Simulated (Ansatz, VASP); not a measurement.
# Ta2C: VASP beside Ansatz

One calculation is typed for both programs; each brings its own data sets. How far apart do they land? The cell is taken from a series of runs on this material, whose earlier steps may have relaxed, scaled, displaced or heated it; both programs get it as it stands.

Program: Ansatz 0.2.0. Level of theory: plane waves, with VASP 6.6.1 beside it; single point at LDA. Results are calculated unless marked as measured.

## Step 1: Starting point

The cell holds 3 atoms: 1 C and 2 Ta. Its edges and angles: a = 3.100 Å, b = 3.100 Å, c = 20.000 Å, α = 90.0°, β = 90.0°, γ = 120.0°. Vacuum lies along c.

Structure file:

```cif
data_structure
_symmetry_space_group_name_H-M 'P 1'
_symmetry_Int_Tables_number 1
_cell_length_a 3.1000
_cell_length_b 3.1000
_cell_length_c 20.0000
_cell_angle_alpha 90.000
_cell_angle_beta 90.000
_cell_angle_gamma 120.000
_cell_volume 166.45
loop_
_atom_site_label
_atom_site_type_symbol
_atom_site_fract_x
_atom_site_fract_y
_atom_site_fract_z
_atom_site_occupancy
C1 C 0.00000 0.00000 0.50000 1
Ta2 Ta 0.33333 0.66667 0.56000 1
Ta3 Ta 0.66667 0.33333 0.44000 1
```

## Step 2: VASP: single point, LDA

With cell and atoms fixed, the geometry can't cause a difference; cores, projectors, grids and the points listed under the comparison can.

Lines of VASP's logs that name or quote its potential files are left out, and so is its time.

INCAR reads:

```
SYSTEM = Ta2C
PREC = Accurate
ENCUT = 520
EDIFF = 1E-06
NELM = 120
ISMEAR = 0
SIGMA = 0.1
LREAL = .FALSE.
ALGO = Normal
GGA = PW92
NBANDS = 19
LASPH = .TRUE.
LORBIT = 11
LWAVE = .FALSE.
LCHARG = .FALSE.
ISIF = 2
LDIPOL = .TRUE.
IDIPOL = 3
DIPOL = 0.5 0.5 0.5
LVHAR = .TRUE.
GGA_COMPAT = .FALSE.
NELMDL = -8
```

POSCAR reads:

```
Ta2C
1.0
    3.1000000000      0.0000000000      0.0000000000
   -1.5500000000      2.6846800000      0.0000000000
    0.0000000000      0.0000000000     20.0000000000
C Ta
1 2
Direct
    0.0000000000      0.0000000000      0.5000000000
    0.3333333333      0.6666666667      0.5600000000
    0.6666666667      0.3333333333      0.4400000000
```

KPOINTS reads:

```
Automatic mesh
0
Gamma
6 6 1
0 0 0
```

PAW data sets: C and Ta_pv (LDA family, release 64).

The run is started by

```console
$ mpirun -np 1 vasp_std
```

Numbers of over 12 decimals in the logs are rounded to 6 here.

The log of the run:

```text
[banner, memory and clock lines left out]
running    1 mpi-ranks, on    1 nodes
 distrk:  each k-point on    1 cores,    1 groups
 distr:  one band on    1 cores,    1 groups

 POSCAR found type information on POSCAR C Ta
 POSCAR found :  2 types and       3 ions
|                                                                             |
|               ----> ADVICE to this user running VASP <----                  |
|                                                                             |
|     You enforced a specific xc type in the INCAR file but a different       |
|     [... a line on the potential file left out ...]
|     I HOPE YOU KNOW WHAT YOU ARE DOING!                                     |
|                                                                             |

 LDA part: xc-table for (Slater(with rela. corr.)+PW92), standard interpolation
 POSCAR, INCAR and KPOINTS ok, starting setup
 FFT: planning ... GRIDC
 FFT: planning ... GRID_SOFT
 FFT: planning ... GRID
 WAVECAR not read
 entering main loop
       N       E                     dE             d eps       ncg     rms          rms(c)
DAV:   1     0.168714532808E+03    0.16871E+03   -0.14050E+04   322   0.112E+03
DAV:   2    -0.298622192987E+02   -0.19858E+03   -0.19682E+03   360   0.282E+02
DAV:   3    -0.397637511001E+02   -0.99015E+01   -0.97663E+01   345   0.587E+01
DAV:   4    -0.400473081169E+02   -0.28356E+00   -0.27775E+00   396   0.965E+00
DAV:   5    -0.400520007502E+02   -0.46926E-02   -0.46865E-02   339   0.114E+00
DAV:   6    -0.400521502584E+02   -0.14951E-03   -0.14948E-03   388   0.211E-01
DAV:   7    -0.400521547142E+02   -0.44558E-05   -0.44548E-05   358   0.352E-02
DAV:   8    -0.400521549465E+02   -0.23237E-06   -0.23251E-06   356   0.785E-03    0.270E+01
DAV:   9    -0.347777737734E+02    0.52744E+01   -0.32694E+01   316   0.303E+01    0.104E+01
DAV:  10    -0.345529786922E+02    0.22480E+00   -0.14040E+00   293   0.731E+00    0.406E+00
DAV:  11    -0.345023916173E+02    0.50587E-01   -0.16975E-01   317   0.246E+00    0.382E-01
DAV:  12    -0.344986621455E+02    0.37295E-02   -0.20722E-02   350   0.710E-01    0.184E-01
DAV:  13    -0.344982412447E+02    0.42090E-03   -0.30696E-03   335   0.407E-01    0.548E-02
DAV:  14    -0.344984004115E+02   -0.15917E-03   -0.33933E-04   355   0.110E-01    0.358E-02
DAV:  15    -0.344991960272E+02   -0.79562E-03   -0.42492E-04   290   0.898E-02    0.172E-02
DAV:  16    -0.344994958319E+02   -0.29980E-03   -0.79135E-05   335   0.291E-02    0.113E-02
DAV:  17    -0.344998023808E+02   -0.30655E-03   -0.59225E-05   298   0.332E-02    0.637E-03
DAV:  18    -0.344998394639E+02   -0.37083E-04   -0.60949E-06   350   0.175E-02    0.262E-03
DAV:  19    -0.344999081335E+02   -0.68670E-04   -0.67352E-06   225   0.757E-03    0.135E-03
DAV:  20    -0.344999263112E+02   -0.18178E-04   -0.17688E-06   248   0.371E-03    0.558E-04
DAV:  21    -0.344999267834E+02   -0.47222E-06   -0.68020E-07   232   0.168E-03
   1 F= -.34499927E+02 E0= -.34492787E+02  d E =-.142797E-01
```

OUTCAR, selected parts (step 2):

```text
ion  position               nearest neighbor table
   1  0.000  0.000  0.500-   2 2.15   3 2.15   3 2.15   2 2.15   3 2.15   2 2.15
   2  0.333  0.667  0.560-   1 2.15   1 2.15   1 2.15   3 2.99   3 2.99   3 2.99
   3  0.667  0.333  0.440-   1 2.15   1 2.15   1 2.15   2 2.99   2 2.99   2 2.99

  LATTYP: Found a hexagonal cell.
 ALAT       =     3.1000000000
 C/A-ratio  =     6.4516129032

 Subroutine GETGRP returns: Found 12 space group operations
 (whereof 12 operations were pure point group operations)

The static configuration has the point symmetry D_3d.

 Found      7 irreducible k-points:

   k-points           NKPTS =      7   k-points in BZ     NKDIM =      7   number of bands    NBANDS=     19

   dimension x,y,z NGX =    24 NGY =   24 NGZ =  150
   dimension x,y,z NGXF=    48 NGYF=   48 NGZF=  300

   ENCUT  =  520.0 eV  38.22 Ry    6.18 a.u.   5.76  5.76 37.19*2*pi/ulx,y,z

   NELECT =      26.0000    total number of electrons

 k-points in reciprocal lattice and weights: Automatic mesh
   0.00000000  0.00000000  0.00000000       0.028
   0.16666667  0.00000000  0.00000000       0.167
   0.33333333  0.00000000  0.00000000       0.167
   0.50000000  0.00000000  0.00000000       0.083
   0.16666667  0.16666667  0.00000000       0.167
   0.33333333  0.16666667  0.00000000       0.333
   0.33333333  0.33333333  0.00000000       0.056

 dipolmoment           0.000000      0.000000     -0.000000 electrons x Angstroem

 average (electrostatic) potential at core
       1 -61.1508       2 -45.2653       3 -45.2653

 E-fermi :  -1.9372

 k-point     1 :       0.0000    0.0000    0.0000
  band No.  band energies     occupation
    ...
     11      -3.4441      2.00000
     12      -2.7308      2.00000
     13      -2.4856      2.00000
     14      -2.0040      1.65534
     15      -2.0040      1.65529
     16      -0.1409      0.00000
     17      -0.1409      0.00000
     18       1.0317      0.00000
     19       1.0317      0.00000

 k-point     2 :       0.1667    0.0000    0.0000
  band No.  band energies     occupation
    ...
      9      -7.0071      2.00000
     10      -5.9869      2.00000
     11      -3.3923      2.00000
     12      -3.2190      2.00000
     13      -2.6631      2.00000
     14      -1.8321      0.13722
     15      -1.4056      0.00000
     16      -0.6144      0.00000
     17      -0.1647      0.00000
     18       1.1515      0.00000
    ...

 k-point     3 :       0.3333    0.0000    0.0000
  band No.  band energies     occupation
    ...
      9      -6.7224      2.00000
     10      -5.9980      2.00000
     11      -4.6622      2.00000
     12      -2.9697      2.00000
     13      -2.4397      2.00000
     14      -0.5341      0.00000
     15      -0.0698      0.00000
     16      -0.0123      0.00000
     17       1.2347      0.00000
     18       1.3106      0.00000
    ...

  Total       -3.3637417     -3.3637448     -1.7568454      0.0000000      0.0000000     -0.0000000
  in kB      -32.3779243    -32.3779544    -16.9106345      0.0000000      0.0000000     -0.0000000
  external PRESSURE =     -27.2221711 kB  Pullay stress =       0.0000000 kB

  energy-cutoff  :      520.00
  volume of cell :      166.45
      direct lattice vectors                 reciprocal lattice vectors
     3.100000000  0.000000000  0.000000000     0.322580645  0.186241936  0.000000000
    -1.550000000  2.684680000  0.000000000     0.000000000  0.372483871  0.000000000
     0.000000000  0.000000000 20.000000000     0.000000000  0.000000000  0.050000000

 POSITION                                       TOTAL-FORCE (eV/Angst)
 -----------------------------------------------------------------------------------
      0.00000      0.00000     10.00000         0.000000      0.000000      0.000000
     -0.00000      1.78979     11.20000         0.000000      0.000000     -0.726149
      1.55000      0.89489      8.80000        -0.000000     -0.000000      0.726149
 -----------------------------------------------------------------------------------
    total drift:                               -0.000000      0.000000      0.000000

  FREE ENERGIE OF THE ION-ELECTRON SYSTEM (eV)
  ---------------------------------------------------
  free  energy   TOTEN  =       -34.4999267834 eV

  energy  without entropy=      -34.4856471106  energy(sigma->0) =      -34.49278695

 vacuum level on the upper side and lower side of the slab         2.982         2.982

 total charge
# of ion       s       p       d       tot
------------------------------------------
    1        0.872   1.596   0.000   2.468
    2        0.328   6.198   2.387   8.913
    3        0.328   6.198   2.387   8.913
--------------------------------------------------
tot          1.529  13.991   4.774  20.295

[... 3 further parts left out ...]
```

The run ends at a pressure of -2.72 GPa, with forces up to 0.73 eV/Å.

## Step 3: Ansatz: single point, LDA

Ansatz runs on its default PAW (the set named soft_2) files.

The same cell, functional (in two slightly different forms), mesh and smearing now go to Ansatz, which takes its cutoff from its data sets.

input.yaml reads:

```yaml
crystal:
  lattice:
    - [3.1, 0.0, 0.0]
    - [-1.55, 2.68468, 0.0]
    - [0.0, 0.0, 20.0]
  atoms:
    - { symbol: C, position: [0.0, 0.0, 0.5] }
    - { symbol: Ta, position: [0.333333, 0.666667, 0.56] }
    - { symbol: Ta, position: [0.666667, 0.333333, 0.44] }
  periodic: [true, true, false]
kpoints:
  mp_grid: { grid: [6, 6, 1] }
hamiltonian:
  xc: lda
scf:
  occupations: { method: gaussian, width: 0.1 }
output:
  forces: true
  stress: true
  eigenvalues: true
```

The run is started by

```console
$ ansatz run input.yaml --threads 8 --pin off --max-ram 14336MiB --backend cpu --events-out ev --progress --plain --runs-dir out
```

The log of the run:

```text
Warning: crystal.periodic: the lattice vector that does not repeat stood 0.000° off the slab's normal, 20.000 Å along it as the deck builds it. The run solves the slab on a vector along the normal, 28.600 Å long, with every atom where it was (on the deck's vector they left 17.60 Å outside them, and the widest stretch free of ions among them is 1.20 Å). A fractional position that the run reports is one of the run's ce [...]
Warning: the atoms were moved onto the symmetric positions of the space group found under crystal.symmetry.tolerance 1.0e-5 (fractional; no operation is sought that the atoms, as they stand in a round, miss by more than twice it, and no atom is moved by as much as it), and the run uses the moved positions. Before a round's move an operation carried an atom to 3.10e-6 Å from where it should land, the largest such dist [...]
crystal.periodic: the lattice vector that does not repeat stood 0.000° off the slab's normal, 20.000 Å along it as the deck builds it. The run solves the slab on a vector along the normal, 28.600 Å long, with every atom where it was (on the deck's vector they left 17.60 Å outside them, and the widest stretch free of ions among them is 1.20 Å). A fractional position that the run reports is one of the run's cell, which [...]
Engine: ansatz 0.2.0, aarch64-unknown-linux-gnu
Pseudopotentials: kind: paw
Pseudopotential: C, paw, valence charge 4, recommended cutoff 420 eV (normal), C.paw.azcp
Pseudopotential: Ta, paw, valence charge 13, recommended cutoff 420 eV (normal), Ta.paw.azcp
Functional definition: SPW92
  exchange = slater_x
  correlation = pw_c
Crystal: 3 atoms, lattice volume = 238.024 Å³
Basis set: ecut = 420 eV, 4631 PW (Γ)
Bands: 19, of which v1, the nominal top of the filled ones, is band 15 counted from 1 (14 counted from 0)
Symmetry: 12 space group operations
Space group: P-3m1 (ITA 164), of the structure as read, at distance tolerance 6.2e-5 Å
k-points: 7 of 36
Non-local potential: C, projectors of the file, l = 0: 2, l = 1: 2, l = 2: 1
Non-local potential: Ta, projectors of the file, l = 0: 3, l = 1: 2, l = 2: 2, l = 3: 1
PAW form: soft (Blöchl's): semilocal exchange-correlation on the pseudo side does not see the compensation charge
PAW frozen core: C, regenerated for the run's functional, and the local potential with it (the file was generated under x = pbe(κ = 0.804, μ = 0.219515), c = pbe(β = 0.066725))
PAW frozen core: Ta, regenerated for the run's functional, and the local potential with it (the file was generated under x = pbe(κ = 0.804, μ = 0.219515), c = pbe(β = 0.066725))
PAW one-centre angular grid: C, 110 points (default); XC on 64 Gauss nodes
PAW one-centre angular grid: Ta, 590 points (default); XC on 64 Gauss nodes
Initial density: superposition of atomic densities (neutral atoms: chi_scale 0, normalization atom), corrected by the library's trained network
Initial wavefunctions: pseudopotential atomic-orbital guess
Functional: x = slater, c = lda
SCF iter   1: F=—  HF=-19606.968618 eV  |F-HF|=—  |Δ(HF+E_count)|=         —  Δρ=5.15e-3  dr2=9.51e-2  ethr=1.77e-3  ⟨swp⟩=11.3  Hψ=1050  notcnv=0
preconditioner: auto → LDOS  [insulator: Δε(μ)=0.228 eV  Ē_g=6.300 eV  σ=0.100 eV  W_gap=0.69  n_scr=16 (ndim 8)  ℏωp=9.0 eV  f_vac=0.742  D(μ)=1.96/eV (n_scr^D=10)  ε∞_Penn≈3.0  β→1.0]
SCF iter   2: F=—  HF=-19606.956572 eV  |F-HF|=—  |Δ(HF+E_count)|=   1.20e-2  Δρ=2.25e-3  dr2=5.52e-2  ethr=3.17e-4  ⟨swp⟩=4.0  Hψ=362  notcnv=0
SCF iter   3: F=—  HF=-19606.948370 eV  |F-HF|=—  |Δ(HF+E_count)|=   8.20e-3  Δρ=5.60e-4  dr2=1.24e-3  ethr=1.84e-4  ⟨swp⟩=3.6  Hψ=245  notcnv=0
SCF iter   4: F=—  HF=-19606.948430 eV  |F-HF|=—  |Δ(HF+E_count)|=   6.01e-5  Δρ=1.44e-4  dr2=5.57e-5  ethr=4.14e-6  ⟨swp⟩=4.1  Hψ=341  notcnv=0
SCF iter   5: F=—  HF=-19606.948548 eV  |F-HF|=—  |Δ(HF+E_count)|=   1.17e-4  Δρ=4.25e-5  dr2=1.12e-5  ethr=1.86e-7  ⟨swp⟩=3.7  Hψ=294  notcnv=0
SCF iter   6: F=—  HF=-19606.948548 eV  |F-HF|=—  |Δ(HF+E_count)|=   8.70e-7  Δρ=1.17e-5  dr2=5.45e-7  ethr=3.72e-8  ⟨swp⟩=3.4  Hψ=247  notcnv=0
SCF iter   7: F=-19606.948548 eV  HF=-19606.948548 eV  |F-HF|=6.67e-9  |Δ(HF+E_count)|=   1.66e-8  Δρ=4.32e-6  dr2=4.50e-8  ethr=3.33e-10  ⟨swp⟩=13.7  Hψ=964  notcnv=0
SCF 1 converged in 7 iterations: F = -19606.948548 eV  dr2 = 4.50e-8
  greatest PAW one-centre occupation: 1.000 electrons in one spin orbital (limit 2), on the Ta atom at site 2 (counted from 0), in its partial waves of l = 0
SCF converged after 7 iterations
Free energy (F): -19606.948548 eV
Harris-Foulkes:  -19606.948548 eV  (|F-HF|=6.67e-9)
Internal energy: -19606.934227 eV  (E = F + TS)
E sigma→0 (E₀):  -19606.941388 eV
Entropy (-TS):   -0.014321 eV (-4.774 meV/atom)
Fermi energy:    -4.920157 eV
--- Per-component energies (eV) ---
  E_band       = -895.867762
  E_kinetic    = 819.775201
  E_local      = -57501.468293  (includes V_loc(G=0)·N_el)
  E_nonlocal   = 67.988597
  E_hartree    = 28213.228142
  E_xc         = -479.753161
  E_vxc        = -465.342391  (∫ρ·V_xc dr)
  E_paw        = -16389.172003  (= ΣΔE_a)
  E_vpaw       = -243.292563  (= ΣTr[D̂ρ^β])
  E_aug_tail   = 0.000271  (compensation charges beyond the density's cutoff)
  E_ewald      = 25661.886382
  E_core_change = 0.580638  (= ΣΔE_core)
  E_smearing   = -0.014321  (= −TS)
  E_closure    = -0.000000  (closes the sum)
  Σ components = -19606.948548   (vs F -19606.948548, Δ=0.00e0)
--- Forces (eV/Å), atoms counted from 1 ---
  atom   1  C      0.00000000     0.00000000     0.00000000
  atom   2  Ta    -0.00000000     0.00000000    -0.79392218
  atom   3  Ta     0.00000000     0.00000000     0.79392218
  max |Σ_I F_I| component: 1.11e-16 eV/Å
--- 2D stress c σ (N/m, compression-positive) ---
       -6.984664      -0.000000       0.000000
        0.000000      -6.984664       0.000000
        0.000000       0.000000       0.000000
  P = ½ c Tr σ = -6.9847 N/m
--- Band table (eV; the first three rows and the last of 7) ---
  k-point 0: bands = [... 11 lower, -9.0765, -6.4583, -5.7251, -5.4625, -4.9857, -4.9857, -3.1148, -3.1148]
  k-point 1: bands = [... 11 lower, -8.9710, -6.3809, -6.2143, -5.6579, -4.8121, -4.3864, -3.5958, -3.1440]
  k-point 2: bands = [... 11 lower, -8.9837, -7.6440, -5.9674, -5.4354, -3.5146, -3.0590, -2.9927, -1.7665]
  k-point 6: bands = [... 11 lower, -8.9966, -5.8613, -5.7249, -5.7249, -4.2895, -2.5405, -2.5405, -1.4178]
```

## Step 4: Comparison

Known differences besides the potentials themselves: Ansatz cuts the interaction across the vacuum, VASP repeats the sheet with a dipole correction; the data sets hold 30 valence electrons in Ansatz (on its default PAW (the set named soft_2) files) and 26 in VASP; the cutoff is 420 eV in Ansatz and 520 eV in VASP; VASP's log shows a relativistic correction to its local exchange, Ansatz's none. Total energies have different zeros and are not compared.

Forces (eV/Å; atoms numbered as in POSCAR):

```tsv
atom	Ansatz x, y, z	VASP x, y, z
C1	0.000, 0.000, 0.000	0.000, 0.000, 0.000
Ta2	0.000, 0.000, -0.794	0.000, 0.000, -0.726
Ta3	0.000, 0.000, 0.794	0.000, 0.000, 0.726
```

The forces differ by 32 meV/Å r.m.s., which is 9.3 % of the r.m.s. force of 0.342 eV/Å (both taken over all components). With vacuum in the cell, a pressure given here is an average over mostly empty space and none of the material.

## Step 5: Further runs

Further runs change the set-up of one program: Ansatz's method, potentials or start, or VASP's data sets, cutoff or form of LDA. The table gives that difference for each run.

```tsv
run	r.m.s. force difference (meV/Å)
as above	32
VASP with the data sets C and Ta_sv_GW	23
```

## Step 6: Summary of results

```yaml
r_m_s_force_difference_single_point_lda: 9.3 % of the r.m.s. force
```

The r.m.s. force difference is 9.3 % of the r.m.s. force (single point, LDA), beyond the 3 % picked in this series as the mark of a large difference. The data sets hold unlike numbers of valence electrons (30 in Ansatz and 26 in VASP), so part of the differences comes from the potentials. Single point, LDA, VASP with the data sets C and Ta_sv_GW: r.m.s. force difference goes from 32 to 23 meV/Å. How closely two codes agree says nothing of how well the functional describes the real material.

[Lines on the potential files, build, host, timing and source positions are cut from VASP's logs without a mark.]

[Logs are printed without paths, hosts, clocks, repeated set-up lines and the standing remarks that a program may print on its own settings, such as how far it seeks lower states.]

[Hosts, paths, dates, database ids (printed as entryN), source tags and the programs' standing remarks are cut or masked in the printed files.]
